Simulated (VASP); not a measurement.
Level of theory: AM05 GGA, VASP's PBE PAW potentials (set 64) (plane waves; VASP).

A VASP calculation is set up with these files.

**INCAR**
```
SIGMA=0.05
ISMEAR=0   ! Gaussian
ICHARG=11   ! fixed density
LREAL=.FALSE.
LASPH=.TRUE.   ! aspherical one-centre terms
PREC=Accurate
LCHARG=.FALSE.
GGA=AM   ! AM05
ENCUT=520   ! plane-wave cut-off (eV)
NELM=100
ALGO=Normal
SYSTEM=ZnS
LMAXMIX=4
LWAVE=.FALSE.
LORBIT=11   ! lm-projected
EDIFF=1E-7   ! SCF stop (eV)
```

### POSCAR
```
ZnS
12.4407990
  0.1526274579  -0.2643585083   0.0000000000
  0.1526274579   0.2643585083   0.0000000000
  0.0000000000   0.0000000000   0.4999999906
Zn S
2 2
Cartesian
  0.1526274579  -0.0881196790   0.2500577639
  0.1526274579   0.0881196790   0.0000577686
  0.1526274579  -0.0881196790   0.4374422232
  0.1526274579   0.0881196790   0.1874422279
```

**KPOINTS**
```
k-points along high-symmetry lines
10
Line-mode
Reciprocal
  0.000000   0.000000   0.000000 ! GAMMA
  0.000000   0.500000   0.000000 ! M

  0.000000   0.500000   0.000000 ! M
 -0.333333   0.666667   0.000000 ! K

 -0.333333   0.666667   0.000000 ! K
  0.000000   0.000000   0.000000 ! GAMMA

  0.000000   0.000000   0.000000 ! GAMMA
  0.000000   0.000000   0.500000 ! A

  0.000000   0.000000   0.500000 ! A
  0.000000   0.500000   0.500000 ! L

  0.000000   0.500000   0.500000 ! L
 -0.333333   0.666667   0.500000 ! H

 -0.333333   0.666667   0.500000 ! H
  0.000000   0.000000   0.500000 ! A

  0.000000   0.500000   0.500000 ! L
  0.000000   0.500000   0.000000 ! M

 -0.333333   0.666667   0.500000 ! H
 -0.333333   0.666667   0.000000 ! K
```

POTCAR, in this order: Zn S (PBE.64 set). Program: vasp_std. Read from the step before: CHGCAR.

The run wrote:

### OUTCAR
```
 ion  position               nearest neighbor table
   1  0.667  0.333  0.500-   4 2.33   4 2.33   4 2.33   3 2.33
   2  0.333  0.667  0.000-   3 2.33   3 2.33   3 2.33   4 2.33
   3  0.667  0.333  0.875-   2 2.33   2 2.33   2 2.33   1 2.33
   4  0.333  0.667  0.375-   1 2.33   1 2.33   1 2.33   2 2.33
  LATTYP: Found a hexagonal cell.
 ALAT       =     3.7976150145
 C/A-ratio  =     1.6379752448
 Subroutine PRICEL returns:
 Original cell was already a primitive cell.
 Subroutine GETGRP returns: Found 12 space group operations
The static configuration has the point symmetry C_3v.
 The point group associated with its full space group is C_6v.
The dynamic configuration has the point symmetry C_3v.
 Subroutine INISYM returns: Found 12 space group operations
   k-points           NKPTS =     90   k-points in BZ     NKDIM =     90   number of bands    NBANDS=     22
   number of dos      NEDOS =    301   number of ions     NIONS =      4
   total plane-waves  NPLWV =  37632
   dimension x,y,z NGX =    28 NGY =   28 NGZ =   48
   dimension x,y,z NGXF=    56 NGYF=   56 NGZF=   96
   ions per type =               2   2
   PREC   = accura    normal or accurate (medium, high low for compatibility)
   ISTART =      0    job   : 0-new  1-cont  2-samecut
   ICHARG =     11    charge: 1-file 2-atom 10-const
   ISPIN  =      1    spin polarized calculation?
   LNONCOLLINEAR =      F non collinear calculations
   LSORBIT =      F    spin-orbit coupling
   INIWAV =      1    electr: 0-lowe 1-rand  2-diag
   ENCUT  =  520.0 eV  38.22 Ry    6.18 a.u.   7.06  7.06 11.57*2*pi/ulx,y,z
   NELM   =    100;   NELMIN=  2; NELMDL= -5     # of ELM steps
   EDIFF  = 0.1E-06   stopping-criterion for ELM
   LREAL  =      F    real-space projection
   NLSPLINE    = F    spline interpolate recip. space projectors
   LMAXMIX     =    4 max onsite mixed and CHGCAR
   VOSKOWN=      0    Vosko Wilk Nusair interpolation
   EDIFFG = 0.1E-05   stopping-criterion for IOM
   NSW    =      0    number of steps for IOM
   NBLOCK =      1;   KBLOCK =      1    inner block; outer block
   IBRION =     -1    ionic relax: 0-MD 1-quasi-New 2-CG
   NFREE  =      0    steps in history (QN), initial steepest desc. (CG)
   ISIF   =      2    stress and relaxation
   ISYM   =      2    0-nonsym 1-usesym 2-fastsym
   TEIN   =    0.0    initial temperature
   TEBEG  =    0.0;   TEEND  =   0.0 temperature during run
   SMASS  =  -3.00    Nose mass-parameter (am)
   PSTRESS=    0.0 pullay stress
   NELECT =      36.0000    total number of electrons
   EFERMI =   0.00;   METHOD = LEGACY
   ISMEAR =     0;   SIGMA  =   0.05  broadening in eV -4-tet -1-fermi 0-gaus
   IALGO  =     38    algorithm
   LDIAG  =      T    sub-space diagonalisation (order eigenvalues)
   IMIX   =      4    mixing-type and parameters
     AMIX     =   0.40;   BMIX     =  1.00
     AMIX_MAG =   1.60;   BMIX_MAG =  1.00
     AMIN     =   0.10
   GGA     = AM    functional components
   VOSKOWN =     0    Vosko Wilk Nusair interpolation
   LHFCALC =     F    Hartree Fock is set to
   LHFONE  =     F    Hartree Fock one center treatment
   AEXX    =    0.0000 exact exchange contribution
   IVDW    =     0    specifies the selected vdW correction
   LEPSILON=     F    determine dielectric tensor
   LRPA    =     F    only Hartree local field effects (RPA)
  energy-cutoff  :      520.00
  volume of cell :       77.69
      direct lattice vectors                 reciprocal lattice vectors
     1.898807525 -3.288831066  0.000000000     0.263323161 -0.152029700  0.000000000
     1.898807525  3.288831066  0.000000000     0.263323161  0.152029700  0.000000000
     0.000000000  0.000000000  6.220399383     0.000000000  0.000000000  0.160761382
 k-point     1 :   0.0000 0.0000 0.0000  plane waves:    2093
 k-point     2 :   0.0000 0.0556 0.0000  plane waves:    2075
 k-point     3 :   0.0000 0.1111 0.0000  plane waves:    2083
 k-point     4 :   0.0000 0.1667 0.0000  plane waves:    2092
 k-point     5 :   0.0000 0.2222 0.0000  plane waves:    2102
 k-point     6 :   0.0000 0.2778 0.0000  plane waves:    2104
...
```

File OSZICAR:
```
       N       E                     dE             d eps       ncg     rms          rms(c)
DAV:   1     0.235845769334E+03    0.23585E+03   -0.17880E+04  3960   0.200E+03
DAV:   2     0.857711317976E+01   -0.22727E+03   -0.22171E+03  4128   0.389E+02
DAV:   3    -0.128706068996E+02   -0.21448E+02   -0.21155E+02  4674   0.117E+02
DAV:   4    -0.133672584052E+02   -0.49665E+00   -0.49590E+00  4614   0.175E+01
DAV:   5    -0.133759680122E+02   -0.87096E-02   -0.87086E-02  4804   0.217E+00
DAV:   6    -0.133761888711E+02   -0.22086E-03   -0.22085E-03  4682   0.355E-01
DAV:   7    -0.133761962305E+02   -0.73593E-05   -0.73592E-05  4850   0.606E-02
DAV:   8    -0.133761964681E+02   -0.23767E-06   -0.23766E-06  4608   0.113E-02
DAV:   9    -0.133761964768E+02   -0.86930E-08   -0.85145E-08  3442   0.211E-03
   1 F= -.13376196E+02 E0= -.13376196E+02  d E =-.152301E-10
```

OUTCAR:
```
 val. band max:        2.2349788894   @ k =  -0.0000   0.0000   0.0000

 cond. band min:       4.4803342153   @ k =   0.0000   0.0000   0.0000



 k-point     1 :       0.0000    0.0000    0.0000
  band No.  band energies     occupation
      1     -11.0148      2.00000
      2     -10.0397      2.00000
      3      -4.2175      2.00000
      4      -4.2055      2.00000
      5      -4.2054      2.00000
      6      -4.1222      2.00000
      7      -4.1222      2.00000
      8      -3.7511      2.00000
      9      -3.7511      2.00000
     10      -3.6697      2.00000
     11      -3.6697      2.00000
     12      -3.5081      2.00000
     13      -3.2102      2.00000
     14       1.3132      2.00000
     15       1.3132      2.00000
     16       2.1613      2.00000
     17       2.2350      2.00000
     18       2.2350      2.00000
     19       4.4803      0.00000
     20       5.3034      0.00000
     21       8.4798      0.00000
     22       8.4799      0.00000

 k-point     2 :       0.0000    0.0556    0.0000
  band No.  band energies     occupation
      1     -10.9930      2.00000
      2     -10.0273      2.00000
      3      -4.2154      2.00000
      4      -4.2048      2.00000
      5      -4.2010      2.00000
      6      -4.1203      2.00000
      7      -4.1159      2.00000
      8      -3.7540      2.00000
      9      -3.7514      2.00000
     10      -3.6880      2.00000
     11      -3.6687      2.00000
     12      -3.4926      2.00000
     13      -3.1792      2.00000
     14       1.1270      2.00000
     15       1.2600      2.00000
     16       2.0096      2.00000
     17       2.1354      2.00000
     18       2.2076      2.00000
     19       4.6874      0.00000
     20       5.4795      0.00000
     21       8.3633      0.00000
     22       8.5456      0.00000

 k-point     3 :       0.0000    0.1111    0.0000
  band No.  band energies     occupation
      1     -10.9288      2.00000
      2      -9.9915      2.00000
...
```

The density is held fixed in this step, so its total energy and stress have no physical meaning.

The compound is ZnS in the wurtzite structure, the high-temperature form. It was relaxed first.
